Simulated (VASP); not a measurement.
# MgCd2Te3 in VASP: further runs, part 2 of 2

VASP 6.6.1. The steps go on from the part before.

### Step 3. Relaxation of cell and atoms, PBE

This run uses another cell than the first one, of 32.41 Å³/atom, 0.909 times its volume.

Input file INCAR:

```
ALGO = Fast ; EDIFF = 1E-5
EDIFFG = -0.03 ; ENCUT = 520
GGA = PE ; IBRION = 2
ISIF = 3 ; ISMEAR = 0
ISYM = 0 ; LASPH = T
LCHARG = F ; LREAL = Auto
LWAVE = F ; NELM = 80
NSW = 110 ; PREC = Normal
SIGMA = 0.05
```

Input file KPOINTS:

```
k-points
0
Gamma
  3 3 3
```

Input file POSCAR:

```
MgCd2Te3
1.0
   -4.5231759900      4.6726073900     19.1775732100
    2.3061397400     -2.2413940900      9.5768808400
    2.1940536300      2.1738597300     -9.5663477700
Mg Cd Te
2 4 6
Direct
    0.9932701400      0.9882983300      0.9816204500
    0.5004753400      0.0055416200      0.0114259900
    0.1725671100      0.3284926400      0.0055855100
    0.6662287700      0.3614401600      0.0204417500
    0.3376561800      0.6647148800      0.0032661000
    0.8361315300      0.6586165000      0.0048790800
    0.4656402700      0.4198497300      0.5094092700
    0.9576361500      0.4082809700      0.4879400500
    0.2907976700      0.0839506700      0.5004936600
    0.7924325300      0.0880893200      0.5095718200
    0.1275963100      0.7576358100      0.5053365000
    0.6205069800      0.7641169900      0.5048852700
```

Potentials or basis: VASP PAW PBE potentials, release 64 (Mg, Cd, Te).

Command:

```sh
> cat potpaw_PBE.64/Mg/POTCAR potpaw_PBE.64/Cd/POTCAR potpaw_PBE.64/Te/POTCAR > POTCAR
> mpirun -np 4 vasp_std > vasp.out
```

OUTCAR:

```text
EDIFF = 1E-5
   EDIFFG = -0.03
   ENCUT = 520
   GGA = PE
   IBRION = 2
   ISIF = 3
   ISMEAR = 0
   ISYM = 0
   LASPH = T
   LREAL = Auto
   NELM = 80
   NSW = 110
   PREC = Normal

 ion  position               nearest neighbor table
   1  0.993  0.988  0.982-   8 2.70   8 2.72  10 2.72   9 2.84
   2  0.500  0.006  0.011-   7 2.65   7 2.73   9 2.78  10 2.79
   3  0.173  0.328  0.006-  11 2.70  11 2.76   8 2.81   7 2.81
   4  0.666  0.361  0.020-   7 2.71  12 2.75   8 2.77  12 2.84
   5  0.338  0.665  0.003-  12 2.70   9 2.77  11 2.79   9 2.80
   6  0.836  0.659  0.005-  10 2.70  10 2.77  11 2.83  12 2.86
   7  0.466  0.420  0.509-   2 2.65   4 2.71   2 2.73   3 2.81
   8  0.958  0.408  0.488-   1 2.70   1 2.72   4 2.77   3 2.81
   9  0.291  0.084  0.500-   5 2.77   2 2.78   5 2.80   1 2.84
  10  0.792  0.088  0.510-   6 2.70   1 2.72   6 2.77   2 2.79
  11  0.128  0.758  0.505-   3 2.70   3 2.76   5 2.79   6 2.83
  12  0.621  0.764  0.505-   5 2.70   4 2.75   4 2.84   6 2.86

IMPORTANT INFORMATION: All symmetrisations will be switched off!
NOSYMM: (Re-)initialisation of all symmetry stuff for point group C_1.

----------------------------------------------------------------------------------------

                                     Primitive cell

  volume of cell :     388.8988

  direct lattice vectors                    reciprocal lattice vectors
    -4.523175990  4.672607390 19.177573210     0.001602370  0.110757675  0.025536113
     2.306139740 -2.241394090  9.576880840     0.222137855  0.003069309  0.051645061
[... 152 lines left out ...]
  -------------------------------------------------------------------------------------
  Total       13.9565993      8.8189500     10.0167393      0.4821819     -0.5335358     -0.2060700
  in kB       57.4981152     36.3321315     41.2667596      1.9864834     -2.1980502     -0.8489631
  external PRESSURE =      45.0323354 kB  Pullay stress =       0.0000000 kB
[... 119 lines left out ...]
  FREE ENERGIE OF THE ION-ELECTRON SYSTEM (eV)
  ---------------------------------------------------
  free  energy   TOTEN  =       -31.8040995736 eV

  energy  without entropy=      -31.8040995736  energy(sigma->0) =      -31.80409957

[... ionic steps 4 to 18 ...]

--------------------------------------- Ionic step       19  -------------------------------------------

 number of electron      88.0000017 magnetization

------------------------ aborting loop because EDIFF is reached ----------------------------------------
[... 87 lines left out ...]
--------------------------------------- Ionic step       21  -------------------------------------------

 number of electron      88.0000017 magnetization

 Free energy of the ion-electron system (eV)
  ---------------------------------------------------
  ext. energy  EPLUGINS =         0.00000000
  ---------------------------------------------------
  free energy    TOTEN  =       -31.86307793 eV

  energy without entropy =      -31.86307793  energy(sigma->0) =      -31.86307793

 E-fermi :   2.0051     XC(G=0):  -8.1147

 val. band max:        1.7700606548   @ k =   0.0000   0.0000   0.0000
 cond. band min:       2.8363733676   @ k =   0.0000   0.0000   0.0000
 fundamental gap:      1.0663127128
 Fermi energy:         2.0051250323

 k-point     1 :       0.0000    0.0000    0.0000
  band No.  band energies     occupation
      1      -8.8288      2.00000
      2      -8.5468      2.00000
      3      -8.5090      2.00000
      4      -8.3901      2.00000
      5      -8.3247      2.00000
      6      -8.3109      2.00000
[... 798 lines left out ...]
  FREE ENERGIE OF THE ION-ELECTRON SYSTEM (eV)
  ---------------------------------------------------
  free  energy   TOTEN  =       -31.8630779336 eV

  energy  without entropy=      -31.8630779336  energy(sigma->0) =      -31.86307793

 reached required accuracy - stopping structural energy minimisation
```

It took 46 min on 4 MPI ranks of Intel Xeon Platinum 8488C (Sapphire Rapids), shared host; peak memory 0.4 GiB.

Results:

| Item | Value |
| --- | --- |
| Free energy | -31.8631 eV |
| Relaxed volume | 35.77 Å³/atom |
| Relaxed cell | a = 20.547 Å, b = 10.275 Å, c = 10.272 Å, α = 153.41°, β = 153.71°, γ = 37.76° |
| Space group after relaxing (to 0.05 Å) | Cc (No. 9) |
| Energy gained by relaxing | 57.8 meV/atom |
| Ionic steps | 21 |
| Pressure after relaxing | 0.0 GPa |
| Largest force after relaxing | 0.023 eV/Å |
| Band gap on the k mesh | 1.07 eV |

Forces in eV/Å, atoms in the order of the input:
```
Mg  -0.001  0.013 -0.009
Mg  -0.007 -0.014  0.008
Cd  -0.003 -0.004  0.002
Cd  -0.002  0.008  0.002
Cd  -0.008  0.012  0.005
Cd  -0.006  0.003  0.008
Te  -0.003  0.001 -0.022
Te   0.006 -0.007 -0.010
Te   0.006 -0.005  0.013
Te   0.004  0.005  0.007
Te   0.009 -0.002 -0.001
Te   0.005 -0.011 -0.002
```

Step by step:
```
step  energy change (eV)  largest force (eV/Å)  pressure (GPa)  volume (Å³)
   1              0.0000                0.7114            4.50       388.90
   2             -0.6071                0.2220           -0.94       442.40
   3             -0.6350                0.2666           -0.14       431.92
   4             -0.6348                0.2605           -0.24       432.81
   5             -0.6605                0.1758           -0.14       431.36
   6             -0.6803                0.0857            0.05       428.80
   7             -0.6805                0.0955            0.07       428.55
   8             -0.6857                0.1049           -0.01       429.55
   9             -0.6870                0.1127           -0.08       430.34
  10             -0.6901                0.0465           -0.01       429.22
  11             -0.6905                0.0372            0.06       428.65
  12             -0.6905                0.0380            0.04       428.73
  13             -0.6910                0.0390           -0.04       429.51
  14             -0.6911                0.0424           -0.05       429.77
  15             -0.6916                0.0384           -0.05       429.50
  16             -0.6926                0.0338            0.03       428.69
  17             -0.6927                0.0416            0.04       428.32
  18             -0.6933                0.0334            0.03       428.71
  19             -0.6936                0.0336           -0.03       429.63
  20             -0.6936                0.0537           -0.04       429.35
  21             -0.6939                0.0226           -0.02       429.29
```

Final structure:
```yaml
crystal:
  lattice:
    - [-4.72338, 4.67579, 19.44245]
    - [2.36689, -2.33699, 9.72206]
    - [2.35788, 2.33515, -9.72098]
  atoms:
    - { symbol: Mg, position: [0.99984, 0.99966, 0.99939] }
    - { symbol: Mg, position: [0.50101, 0.00275, 0.00474] }
    - { symbol: Cd, position: [0.16911, 0.33540, 0.00361] }
    - { symbol: Cd, position: [0.66792, 0.34270, 0.00960] }
    - { symbol: Cd, position: [0.33276, 0.66599, 0.00133] }
    - { symbol: Cd, position: [0.83403, 0.66725, 0.00447] }
    - { symbol: Te, position: [0.46155, 0.42328, 0.50518] }
    - { symbol: Te, position: [0.96089, 0.42002, 0.50133] }
    - { symbol: Te, position: [0.29065, 0.08173, 0.50211] }
    - { symbol: Te, position: [0.79088, 0.08273, 0.50264] }
    - { symbol: Te, position: [0.12644, 0.75108, 0.50256] }
    - { symbol: Te, position: [0.62587, 0.75643, 0.50789] }
```

Caveat: the k mesh is coarse (spacing up to 0.67 Å⁻¹), so the values aren't converged; spin-orbit coupling is left out, which moves the levels of the heavy elements.
